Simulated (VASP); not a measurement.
Method: PBE GGA, VASP's PBE PAW potentials (set 64) (plane waves; VASP).

VASP ran on this input.

INCAR:
```
# general
SYSTEM  = Zn35O36
PREC    = Normal
ENCUT   = 400
LREAL   = Auto
LASPH   = .TRUE.
ISYM    = 0
NELECT  = 634.0

# electronic loop
EDIFF   = 1E-5
NELM    = 100
NELMIN  = 4
ALGO    = Fast
LMAXMIX = 4

# smearing
ISMEAR  = 0
SIGMA   = 0.05

# functional
GGA     = PE

# ions
IBRION  = 2
NSW     = 60
ISIF    = 2
EDIFFG  = -0.03

# output
LWAVE   = .FALSE.
LCHARG  = .FALSE.
```

### POSCAR
```
Zn35O36
1
    4.9323206900    -8.5430313936     0.0000000000
    4.9323206900     8.5430313936     0.0000000000
    0.0000000000     0.0000000000    10.5847753959
Zn O
35 36
Direct
  0.2222220000   0.1111110000   0.2500000000
  0.1111110000   0.2222220000   0.0000000000
  0.2222220000   0.1111110000   0.7500000000
  0.1111110000   0.2222220000   0.5000000000
  0.2222220000   0.4444440000   0.2500000000
  0.1111110000   0.5555560000   0.0000000000
  0.2222220000   0.4444440000   0.7500000000
  0.1111110000   0.5555560000   0.5000000000
  0.2222220000   0.7777780000   0.2500000000
  0.1111110000   0.8888890000   0.0000000000
  0.2222220000   0.7777780000   0.7500000000
  0.1111110000   0.8888890000   0.5000000000
  0.5555560000   0.1111110000   0.2500000000
  0.4444440000   0.2222220000   0.0000000000
  0.5555560000   0.1111110000   0.7500000000
  0.4444440000   0.2222220000   0.5000000000
  0.5555560000   0.4444440000   0.2500000000
  0.4444440000   0.5555560000   0.0000000000
  0.5555560000   0.4444440000   0.7500000000
  0.5555560000   0.7777780000   0.2500000000
  0.4444440000   0.8888890000   0.0000000000
  0.5555560000   0.7777780000   0.7500000000
  0.4444440000   0.8888890000   0.5000000000
  0.8888890000   0.1111110000   0.2500000000
  0.7777780000   0.2222220000   0.0000000000
  0.8888890000   0.1111110000   0.7500000000
  0.7777780000   0.2222220000   0.5000000000
  0.8888890000   0.4444440000   0.2500000000
  0.7777780000   0.5555560000   0.0000000000
  0.8888890000   0.4444440000   0.7500000000
  0.7777780000   0.5555560000   0.5000000000
  0.8888890000   0.7777780000   0.2500000000
  0.7777780000   0.8888890000   0.0000000000
  0.8888890000   0.7777780000   0.7500000000
  0.7777780000   0.8888890000   0.5000000000
  0.2222220000   0.1111110000   0.4410000000
  0.1111110000   0.2222220000   0.1910000000
  0.2222220000   0.1111110000   0.9410000000
  0.1111110000   0.2222220000   0.6910000000
  0.2230370000   0.4445880000   0.4365480000
  0.1111110000   0.5555560000   0.1910000000
  0.2222220000   0.4444440000   0.9410000000
  0.1111110000   0.5555560000   0.6910000000
  0.2222220000   0.7777780000   0.4410000000
  0.1111110000   0.8888890000   0.1910000000
  0.2222220000   0.7777780000   0.9410000000
  0.1111110000   0.8888890000   0.6910000000
  0.5555560000   0.1111110000   0.4410000000
  0.4444440000   0.2222220000   0.1910000000
  0.5555560000   0.1111110000   0.9410000000
  0.4444440000   0.2222220000   0.6910000000
  0.5520270000   0.4441260000   0.4382520000
  0.4444440000   0.5555560000   0.1910000000
  0.5555560000   0.4444440000   0.9410000000
  0.4435870000   0.5494460000   0.6902590000
  0.5516210000   0.7788250000   0.4364690000
  0.4444440000   0.8888890000   0.1910000000
  0.5555560000   0.7777780000   0.9410000000
  0.4444440000   0.8888890000   0.6910000000
  0.8888890000   0.1111110000   0.4410000000
  0.7777780000   0.2222220000   0.1910000000
  0.8888890000   0.1111110000   0.9410000000
  0.7777780000   0.2222220000   0.6910000000
  0.8888890000   0.4444440000   0.4410000000
  0.7777780000   0.5555560000   0.1910000000
  0.8888890000   0.4444440000   0.9410000000
  0.7777780000   0.5555560000   0.6910000000
  0.8888890000   0.7777780000   0.4410000000
  0.7777780000   0.8888890000   0.1910000000
  0.8888890000   0.7777780000   0.9410000000
  0.7777780000   0.8888890000   0.6910000000
```

KPOINTS:
```
Automatic mesh
0
Gamma
1 1 1
0 0 0
```

POTCAR, in this order: Zn O (PBE.64 set). Program: vasp_gam.

Output of the run:

### OUTCAR
```
 ion  position               nearest neighbor table
   1  0.222  0.111  0.250-  49 2.00  45 2.00  37 2.00  36 2.02
   2  0.111  0.222  0.000-  42 2.00  62 2.00  38 2.00  37 2.02
   3  0.222  0.111  0.750-  51 2.00  47 2.00  39 2.00  38 2.02
   4  0.111  0.222  0.500-  60 2.00  36 2.00  40 2.01  39 2.02
   5  0.222  0.444  0.250-  40 1.97  37 2.00  53 2.00  41 2.00
   6  0.111  0.556  0.000-  46 2.00  66 2.00  42 2.00  41 2.02
   7  0.222  0.444  0.750-  55 1.99  39 2.00  43 2.00  42 2.02
   8  0.111  0.556  0.500-  44 2.00  64 2.00  40 2.02  43 2.02
   9  0.222  0.778  0.250-  41 2.00  57 2.00  45 2.00  44 2.02
  10  0.111  0.889  0.000-  38 2.00  70 2.00  46 2.00  45 2.02
  11  0.222  0.778  0.750-  43 2.00  59 2.00  47 2.00  46 2.02
  12  0.111  0.889  0.500-  36 2.00  68 2.00  44 2.00  47 2.02
  13  0.556  0.111  0.250-  61 2.00  57 2.00  49 2.00  48 2.02
  14  0.444  0.222  0.000-  38 2.00  54 2.00  50 2.00  49 2.02
  15  0.556  0.111  0.750-  63 2.00  59 2.00  51 2.00  50 2.02
  16  0.444  0.222  0.500-  36 2.00  48 2.00  52 2.01  51 2.02
  17  0.556  0.444  0.250-  52 1.99  49 2.00  65 2.00  53 2.00
  18  0.444  0.556  0.000-  42 2.00  58 2.00  54 2.00  53 2.02
  19  0.556  0.444  0.750-  55 1.96  51 2.00  67 2.00  54 2.02
  20  0.556  0.778  0.250-  56 1.97  69 2.00  53 2.00  57 2.00
  21  0.444  0.889  0.000-  46 2.00  50 2.00  58 2.00  57 2.02
  22  0.556  0.778  0.750-  71 2.00  59 2.00  58 2.02  55 2.05
  23  0.444  0.889  0.500-  56 1.97  44 2.00  48 2.00  59 2.02
  24  0.889  0.111  0.250-  37 2.00  69 2.00  61 2.00  60 2.02
...
```

OSZICAR:
```
...
RMM:   9    -0.315272382807E+03   -0.84694E-06   -0.25660E-05   492   0.105E-02
   8 F= -.31527238E+03 E0= -.31524517E+03  d E =-.122642E-01
       N       E                     dE             d eps       ncg     rms          rms(c)
DAV:   1    -0.315271561616E+03    0.82034E-03   -0.39793E-01   856   0.112E+00    0.123E-01
RMM:   2    -0.315272487593E+03   -0.92598E-03   -0.95853E-03   760   0.185E-01    0.999E-02
RMM:   3    -0.315272585232E+03   -0.97639E-04   -0.12989E-03   760   0.705E-02    0.955E-02
RMM:   4    -0.315272571577E+03    0.13655E-04   -0.18601E-04   740   0.281E-02    0.813E-02
RMM:   5    -0.315272535663E+03    0.35914E-04   -0.63689E-05   552   0.149E-02    0.376E-02
RMM:   6    -0.315272526120E+03    0.95430E-05   -0.27068E-05   491   0.953E-03
   9 F= -.31527253E+03 E0= -.31524540E+03  d E =-.124075E-01
       N       E                     dE             d eps       ncg     rms          rms(c)
DAV:   1    -0.315266020139E+03    0.65155E-02   -0.57826E+00   784   0.448E+00    0.414E-01
RMM:   2    -0.315277294476E+03   -0.11274E-01   -0.11679E-01   760   0.675E-01    0.350E-01
RMM:   3    -0.315278266294E+03   -0.97182E-03   -0.15462E-02   760   0.253E-01    0.299E-01
RMM:   4    -0.315278220340E+03    0.45955E-04   -0.21821E-03   773   0.977E-02    0.293E-01
RMM:   5    -0.315277754768E+03    0.46557E-03   -0.68272E-04   772   0.510E-02    0.139E-01
RMM:   6    -0.315277610917E+03    0.14385E-03   -0.36809E-04   762   0.342E-02    0.731E-02
RMM:   7    -0.315277595431E+03    0.15486E-04   -0.13595E-04   734   0.243E-02    0.455E-02
RMM:   8    -0.315277592798E+03    0.26334E-05   -0.37646E-05   534   0.122E-02
  10 F= -.31527759E+03 E0= -.31525094E+03  d E =-.506668E-02
       N       E                     dE             d eps       ncg     rms          rms(c)
DAV:   1    -0.315273166013E+03    0.44294E-02   -0.22288E+00   784   0.278E+00    0.270E-01
RMM:   2    -0.315277534980E+03   -0.43690E-02   -0.45539E-02   760   0.420E-01    0.219E-01
RMM:   3    -0.315277973141E+03   -0.43816E-03   -0.60679E-03   760   0.159E-01    0.198E-01
RMM:   4    -0.315277945609E+03    0.27532E-04   -0.87015E-04   771   0.623E-02    0.188E-01
RMM:   5    -0.315277758098E+03    0.18751E-03   -0.29137E-04   763   0.329E-02    0.862E-02
RMM:   6    -0.315277709455E+03    0.48644E-04   -0.13096E-04   705   0.206E-02    0.490E-02
RMM:   7    -0.315277702570E+03    0.68845E-05   -0.52729E-05   583   0.147E-02
  11 F= -.31527770E+03 E0= -.31525132E+03  d E =-.517645E-02
       N       E                     dE             d eps       ncg     rms          rms(c)
DAV:   1    -0.315277347011E+03    0.36244E-03   -0.29356E-01   816   0.101E+00    0.821E-02
RMM:   2    -0.315277923644E+03   -0.57663E-03   -0.59518E-03   760   0.153E-01    0.732E-02
RMM:   3    -0.315277962436E+03   -0.38792E-04   -0.77315E-04   759   0.573E-02    0.577E-02
RMM:   4    -0.315277963311E+03   -0.87422E-06   -0.10173E-04   695   0.211E-02    0.611E-02
RMM:   5    -0.315277943790E+03    0.19521E-04   -0.28187E-05   479   0.109E-02    0.323E-02
RMM:   6    -0.315277935288E+03    0.85018E-05   -0.20101E-05   475   0.786E-03
  12 F= -.31527794E+03 E0= -.31525145E+03  d E =-.540917E-02
       N       E                     dE             d eps       ncg     rms          rms(c)
DAV:   1    -0.315277718110E+03    0.22568E-03   -0.10683E-01   784   0.609E-01    0.634E-02
RMM:   2    -0.315277927619E+03   -0.20951E-03   -0.21341E-03   760   0.917E-02    0.606E-02
RMM:   3    -0.315277936041E+03   -0.84220E-05   -0.29350E-04   736   0.355E-02    0.444E-02
RMM:   4    -0.315277938920E+03   -0.28790E-05   -0.44086E-05   553   0.140E-02
  13 F= -.31527794E+03 E0= -.31525119E+03  d E =-.541280E-02
       N       E                     dE             d eps       ncg     rms          rms(c)
DAV:   1    -0.315277888331E+03    0.47710E-04   -0.23697E-02   800   0.289E-01    0.342E-02
RMM:   2    -0.315277950553E+03   -0.62223E-04   -0.55548E-04   759   0.504E-02    0.417E-02
RMM:   3    -0.315277942820E+03    0.77330E-05   -0.87218E-05   671   0.201E-02    0.170E-02
RMM:   4    -0.315277943897E+03   -0.10766E-05   -0.10956E-05   429   0.754E-03
  14 F= -.31527794E+03 E0= -.31525137E+03  d E =-.541778E-02
       N       E                     dE             d eps       ncg     rms          rms(c)
DAV:   1    -0.315277115294E+03    0.82753E-03   -0.16426E+00   792   0.237E+00    0.198E-01
RMM:   2    -0.315279479735E+03   -0.23644E-02   -0.24916E-02   760   0.317E-01    0.159E-01
RMM:   3    -0.315279753387E+03   -0.27365E-03   -0.33461E-03   761   0.115E-01    0.171E-01
RMM:   4    -0.315279681755E+03    0.71632E-04   -0.48994E-04   769   0.473E-02    0.125E-01
RMM:   5    -0.315279600997E+03    0.80758E-04   -0.14871E-04   704   0.234E-02    0.659E-02
RMM:   6    -0.315279569033E+03    0.31963E-04   -0.82627E-05   665   0.177E-02    0.334E-02
RMM:   7    -0.315279571463E+03   -0.24300E-05   -0.33770E-05   519   0.109E-02
  15 F= -.31527957E+03 E0= -.31525307E+03  d E =-.162757E-02
       N       E                     dE             d eps       ncg     rms          rms(c)
DAV:   1    -0.315279382461E+03    0.18657E-03   -0.16524E-01   824   0.753E-01    0.703E-02
RMM:   2    -0.315279619587E+03   -0.23713E-03   -0.25421E-03   760   0.102E-01    0.510E-02
RMM:   3    -0.315279650450E+03   -0.30863E-04   -0.34452E-04   753   0.371E-02    0.522E-02
RMM:   4    -0.315279648446E+03    0.20034E-05   -0.58717E-05   596   0.158E-02
  16 F= -.31527965E+03 E0= -.31525302E+03  d E =-.170455E-02
       N       E                     dE             d eps       ncg     rms          rms(c)
DAV:   1    -0.315278105515E+03    0.15449E-02   -0.13088E+00   800   0.201E+00    0.185E-01
RMM:   2    -0.315280429897E+03   -0.23244E-02   -0.24731E-02   760   0.292E-01    0.126E-01
RMM:   3    -0.315280783970E+03   -0.35407E-03   -0.33227E-03   761   0.106E-01    0.178E-01
RMM:   4    -0.315280650392E+03    0.13358E-03   -0.44134E-04   768   0.427E-02    0.912E-02
RMM:   5    -0.315280629645E+03    0.20747E-04   -0.14815E-04   672   0.215E-02    0.681E-02
RMM:   6    -0.315280588592E+03    0.41053E-04   -0.68461E-05   593   0.157E-02    0.357E-02
RMM:   7    -0.315280586274E+03    0.23181E-05   -0.28960E-05   493   0.994E-03
  17 F= -.31528059E+03 E0= -.31525408E+03  d E =-.937828E-03
       N       E                     dE             d eps       ncg     rms          rms(c)
DAV:   1    -0.315279741139E+03    0.84745E-03   -0.47904E-01   800   0.122E+00    0.122E-01
RMM:   2    -0.315280592646E+03   -0.85151E-03   -0.90735E-03   760   0.176E-01    0.818E-02
RMM:   3    -0.315280702102E+03   -0.10946E-03   -0.12315E-03   761   0.644E-02    0.906E-02
RMM:   4    -0.315280686732E+03    0.15369E-04   -0.17074E-04   721   0.262E-02    0.709E-02
RMM:   5    -0.315280663543E+03    0.23190E-04   -0.53114E-05   550   0.138E-02    0.411E-02
RMM:   6    -0.315280655115E+03    0.84279E-05   -0.24959E-05   478   0.935E-03
  18 F= -.31528066E+03 E0= -.31525405E+03  d E =-.100667E-02
       N       E                     dE             d eps       ncg     rms          rms(c)
DAV:   1    -0.315279620140E+03    0.10434E-02   -0.10737E+00   792   0.183E+00    0.161E-01
RMM:   2    -0.315281305572E+03   -0.16854E-02   -0.16955E-02   760   0.238E-01    0.149E-01
RMM:   3    -0.315281518239E+03   -0.21267E-03   -0.24329E-03   761   0.888E-02    0.170E-01
RMM:   4    -0.315281397056E+03    0.12118E-03   -0.30543E-04   769   0.362E-02    0.755E-02
RMM:   5    -0.315281366053E+03    0.31003E-04   -0.83203E-05   628   0.174E-02    0.436E-02
RMM:   6    -0.315281350667E+03    0.15386E-04   -0.60115E-05   585   0.141E-02    0.168E-02
RMM:   7    -0.315281350808E+03   -0.14123E-06   -0.13204E-05   450   0.877E-03
  19 F= -.31528135E+03 E0= -.31525492E+03  d E =-.695694E-03
```

File OUTCAR:
```
------------------------ aborting loop because EDIFF is reached ----------------------------------------
  FORCE on cell =-STRESS in cart. coord.  units (eV):
  Direction    XX          YY          ZZ          XY          YZ          ZX
  --------------------------------------------------------------------------------------
  Total      -40.2337752    -39.7379423    -41.2055095     -0.0032003     -0.0173029     -0.0087452
  in kB      -72.2647353    -71.3741593    -74.0100879     -0.0057481     -0.0310781     -0.0157074
  external PRESSURE =     -72.5496608 kB  Pullay stress =       0.0000000 kB
  volume of cell :      892.02
      direct lattice vectors                 reciprocal lattice vectors
     4.932320690 -8.543031394  0.000000000     0.101372160 -0.058527234  0.000000000
     4.932320690  8.543031394  0.000000000     0.101372160  0.058527234  0.000000000
     0.000000000  0.000000000 10.584775396     0.000000000  0.000000000  0.094475316
  FREE ENERGIE OF THE ION-ELECTRON SYSTEM (eV)
  ---------------------------------------------------
  free  energy   TOTEN  =      -315.2813508082 eV

  energy  without entropy=     -315.2284945595  energy(sigma->0) =     -315.25492268

 reached required accuracy - stopping structural energy minimisation
```
(Selected blocks of OUTCAR.)

File CONTCAR:
```
Zn35O36
   1.00000000000000
     4.9323206900000001   -8.5430313935999997    0.0000000000000000
     4.9323206900000001    8.5430313935999997    0.0000000000000000
     0.0000000000000000    0.0000000000000000   10.5847753958999995
  Zn              O
    35    36
Direct
     0.2224061655702083    0.1116601288600048    0.2507659763849825
     0.1108530575893554    0.2220925109147666    0.0005833818838216
     0.2222648010151511    0.1113456877685880    0.7507951881983149
     0.1134060354760917    0.2250553084018933    0.5003265338699310
     0.2248239730940507    0.4457148236927504    0.2522332806595313
     0.1109493167420524    0.5553238978938380    0.0005674496956134
     0.2239085456203712    0.4451798512322445    0.7476785918268561
     0.1135670981568795    0.5550632983573862    0.5003592784779444
     0.2224476152259486    0.7774599623195962    0.2506986687127155
     0.1110652332673159    0.8887699799743083    0.0014174810382643
     0.2223480633240904    0.7774113210002623    0.7507465609265255
     0.1110144739806134    0.8888435827437023    0.5009962939801110
     0.5546008231797612    0.1106791011588617    0.2514350937316502
     0.4445734657522736    0.2221233449689883    0.0006709424823531
     0.5557941261809292    0.1111740763247687    0.7506198343659314
     0.4446988680575288    0.2252686013839292    0.5003771560792796
     0.5540662388780019    0.4458088689442565    0.2522843639881457
     0.4443037636009999    0.5554543163063769    0.9942152498964525
     0.5546299947047376    0.4451526912383970    0.7478718691921369
     0.5540534004466906    0.7750436541695154    0.2521793000785940
     0.4446040563064209    0.8889926244034280    0.0004771689601558
     0.5545035715226458    0.7757541867142106    0.7475348718282911
     0.4447686561014246    0.8863485516052851    0.5003272056498392
     0.8891852294781761    0.1106689611942602    0.2513652265974312
     0.7777279044011940    0.2221454978515077    0.0018720886081629
     0.8885902522766869    0.1111261782948778    0.7506055671868663
     0.7776374523257833    0.2222540300707740    0.4983295686178529
     0.8892660319624598    0.4453650967356844    0.2514711143725301
     0.7777498966686146    0.5553104872860906    0.0006172626475755
     0.8886473790222187    0.4439688010858036    0.7506334719235194
     0.7745990767515593    0.5551293336389680    0.5003556131166417
     0.8882183604456922    0.7775184440757084    0.2507245624386016
     0.7776482642828261    0.8889568113684568    0.0005022634865972
     0.8883103199191854    0.7774606161660524    0.7507808451441771
     0.7746885357936198    0.8862841795898809    0.5002795302866163
     0.2219118509124306    0.1108155240971965    0.4412782549179356
     0.1108639059009006    0.2214807237664052    0.1894729443241082
     0.2220024707289253    0.1106415845611056    0.9402967527546019
     0.1105352706743508    0.2215001252742790    0.6901925745453817
     0.1993706345684882    0.4329695831682140    0.4332016945705124
     0.1109435761185766    0.5561003765361047    0.1894708061919880
     0.2192180527766616    0.4427954377738864    0.9405011989392493
     0.1106158138513102    0.5555349425685367    0.6902257035760853
     0.2220020011939005    0.7778407965460388    0.4412148981485996
     0.1110533901947407    0.8889069658948215    0.1912403108236603
     0.2220120504162884    0.7778431577554453    0.9402567440202064
     0.1109764854384465    0.8887313035172906    0.6907383139984963
     0.5539812152175995    0.1103776533882985    0.4412498659368003
     0.4437237845337967    0.2215129007114883    0.1895226765716143
     0.5560187051975328    0.1113227174389963    0.9401701887529230
     0.4441675491407010    0.2215387924196549    0.6902439736506617
     0.5667618103013998    0.4330423532429126    0.4332401668121219
     0.4442960977068002    0.5555290142792483    0.1862979391442460
     0.5568957580922416    0.4428987875148092    0.9406228955730385
     0.4443027057834618    0.5552838628747977    0.7135190127315655
     0.5668147963548377    0.8005037724997683    0.4331035715657811
     0.4437713832467775    0.8890229134878909    0.1893877871876353
     0.5569376750325783    0.7805430708606381    0.9404225308346049
     0.4442214429633213    0.8891835469635028    0.6902188104446308
     0.8893772077788457    0.1103717673259802    0.4412114237489316
     0.7776604787083404    0.2222460015947481    0.1919224915531486
     0.8885860437219816    0.1112607389615749    0.9401511455033973
     0.7776568949279294    0.2220917071004145    0.6890598423002927
     0.8895142943591495    0.4458850751483677    0.4413003293805229
     0.7783861694916501    0.5561579317612853    0.1895255301846965
     0.8886052012004589    0.4438676552248312    0.9401956382951444
     0.7782141384372094    0.5555564932515161    0.6902445876038998
     0.8890316777839785    0.7779091510990578    0.4412626819551307
     0.7783390096832170    0.8889921610931470    0.1894310529544144
     0.8892057295545394    0.7778808834587667    0.9402888390565051
     0.7781546808850690    0.8891587191035603    0.6901459651135348
```

OUTCAR:
```
 val. band max:        0.6063846535   @ k =   0.0000   0.0000   0.0000

 cond. band min:       0.6685097055   @ k =   0.0000   0.0000   0.0000


 Fermi energy:         0.6291255896

 k-point     1 :       0.0000    0.0000    0.0000
  band No.  band energies     occupation
      1     -17.1241      2.00000
      2     -16.8189      2.00000
      3     -16.8104      2.00000
      4     -16.7287      2.00000
      5     -16.7269      2.00000
      6     -16.7265      2.00000
      7     -16.6790      2.00000
      8     -16.6787      2.00000
      9     -16.6336      2.00000
     10     -16.5450      2.00000
     11     -16.5446      2.00000
     12     -16.5440      2.00000
     13     -16.5278      2.00000
     14     -16.5200      2.00000
     15     -16.5195      2.00000
     16     -16.5150      2.00000
     17     -16.5146      2.00000
     18     -16.4919      2.00000
     19     -16.4858      2.00000
     20     -16.4856      2.00000
     21     -16.4595      2.00000
     22     -16.3876      2.00000
     23     -16.3809      2.00000
     24     -16.3673      2.00000
     25     -16.3657      2.00000
     26     -16.3650      2.00000
     27     -16.3453      2.00000
     28     -16.3449      2.00000
     29     -16.3441      2.00000
     30     -16.3438      2.00000
     31     -16.3271      2.00000
     32     -16.3264      2.00000
     33     -16.0051      2.00000
     34     -15.9964      2.00000
     35     -15.9947      2.00000
     36     -15.8694      2.00000
     37      -5.2379      2.00000
     38      -5.2278      2.00000
     39      -5.2276      2.00000
     40      -5.2263      2.00000
     41      -5.2181      2.00000
     42      -5.2179      2.00000
     43      -5.1999      2.00000
     44      -5.1998      2.00000
     45      -5.1764      2.00000
     46      -5.1760      2.00000
     47      -5.1724      2.00000
     48      -5.1590      2.00000
     49      -5.1430      2.00000
     50      -5.1393      2.00000
     51      -5.1391      2.00000
...
```

At this cut-off the stress carries a Pulay error, which pulls relaxed volumes low. The cell is charged, with a uniform compensating background. The supercell is sampled at Γ alone, which is coarse: total energies, pressure and levels can be off, energies of defects by several tenths of an eV.

The cell is a supercell with a defect, built from ZnO (wurtzite): vac_Zn, charge +2. The run is not spin-polarised, so no state with unpaired spins was tried.
